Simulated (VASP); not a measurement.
OSZICAR of a VASP run on Zn₃CdSe₄ (space group Amm2):

File OSZICAR:
```
       N       E                     dE             d eps       ncg     rms          rms(c)
DAV:   1     0.106132971817E+04    0.10613E+04   -0.89351E+00  2067   0.290E+01    0.735E+00
DAV:   2     0.106085542582E+04   -0.47429E+00   -0.70780E+00  1806   0.171E+01    0.156E+01
DAV:   3     0.105973620452E+04   -0.11192E+01   -0.43756E-01  2045   0.535E+00    0.197E+01
DAV:   4     0.106233515308E+04    0.25989E+01   -0.49083E-01  1883   0.438E+00    0.113E+01
DAV:   5     0.106439785710E+04    0.20627E+01   -0.14156E+00  1869   0.425E+00    0.536E+00
DAV:   6     0.106610331820E+04    0.17055E+01   -0.27531E-01  1864   0.285E+00    0.150E+00
DAV:   7     0.106572795376E+04   -0.37536E+00   -0.21563E-01  1806   0.243E+00    0.265E+00
DAV:   8     0.106646017590E+04    0.73222E+00   -0.90679E-02  1812   0.173E+00    0.741E-01
DAV:   9     0.106660533800E+04    0.14516E+00   -0.14928E-02  1972   0.817E-01    0.339E-01
DAV:  10     0.106666590099E+04    0.60563E-01   -0.38548E-03  1880   0.460E-01    0.315E-01
DAV:  11     0.106671718649E+04    0.51285E-01   -0.36936E-04  2124   0.116E-01    0.175E-01
DAV:  12     0.106671544859E+04   -0.17379E-02   -0.55848E-04  1939   0.125E-01    0.458E-02
DAV:  13     0.106671506647E+04   -0.38212E-03   -0.30122E-04  1903   0.908E-02    0.708E-02
DAV:  14     0.106673150213E+04    0.16436E-01   -0.33879E-05  2079   0.342E-02    0.328E-02
DAV:  15     0.106674178715E+04    0.10285E-01   -0.28641E-05  1889   0.268E-02    0.127E-02
DAV:  16     0.106674868227E+04    0.68951E-02   -0.40225E-06  1590   0.110E-02    0.671E-03
DAV:  17     0.106675351073E+04    0.48285E-02   -0.33006E-06  1576   0.142E-02    0.414E-03
DAV:  18     0.106675324548E+04   -0.26526E-03   -0.69987E-07  1053   0.686E-03    0.869E-04
DAV:  19     0.106675325993E+04    0.14451E-04   -0.19964E-07  1014   0.306E-03    0.152E-03
DAV:  20     0.106675297422E+04   -0.28571E-03   -0.71517E-08   993   0.254E-03    0.630E-04
DAV:  21     0.106675315304E+04    0.17882E-03   -0.39918E-08   990   0.898E-04    0.124E-03
DAV:  22     0.106675285179E+04   -0.30125E-03   -0.24520E-08   975   0.861E-04    0.186E-04
DAV:  23     0.106675303786E+04    0.18607E-03   -0.87002E-09   975   0.697E-04    0.841E-04
DAV:  24     0.106675276450E+04   -0.27335E-03   -0.42576E-09   975   0.593E-04    0.808E-05
DAV:  25     0.106675276934E+04    0.48317E-05   -0.12013E-09   972   0.286E-04    0.112E-04
DAV:  26     0.106675274013E+04   -0.29210E-04   -0.49121E-10   963   0.144E-04    0.434E-05
DAV:  27     0.106675272551E+04   -0.14615E-04   -0.20833E-10   945   0.108E-04    0.492E-05
DAV:  28     0.106675271670E+04   -0.88129E-05   -0.38545E-11   939   0.462E-05    0.341E-05
DAV:  29     0.106675270522E+04   -0.11476E-04   -0.20129E-11   939   0.239E-05    0.106E-05
DAV:  30     0.106675271141E+04    0.61880E-05   -0.10675E-11   930   0.332E-05    0.283E-05
DAV:  31     0.106675270974E+04   -0.16708E-05    0.41748E-12   930   0.107E-05    0.205E-05
DAV:  32     0.106675270965E+04   -0.91819E-07    0.28770E-13   930   0.111E-05
   1 F= 0.10667527E+04 E0= 0.10667527E+04  d E =-.132988E-12
       N       E                     dE             ncg
       N       E                     dE             ncg
       N       E                     dE             ncg
       N       E                     dE             ncg
```

Q: Which electronic solver shows in the log?

A: It is blocked Davidson (ALGO = Normal, or the opening steps of other solvers). The INCAR had ALGO = Normal.

Q: Can the final energy be trusted as converged?

A: The run converged. It stopped with EDIFF = 1E-6, NELM = 200 (modified Becke-Johnson potential (mBJ), plane waves, VASP's PBE PAW potentials (set 64)). mBJ is a potential without an energy functional, so only the levels count.

The structure comes from a computed database's Zn3CdSe4 entry (Amm2); how it stands against other phases isn't given here. It was relaxed first. The cell's shape comes from a PBE relaxation.
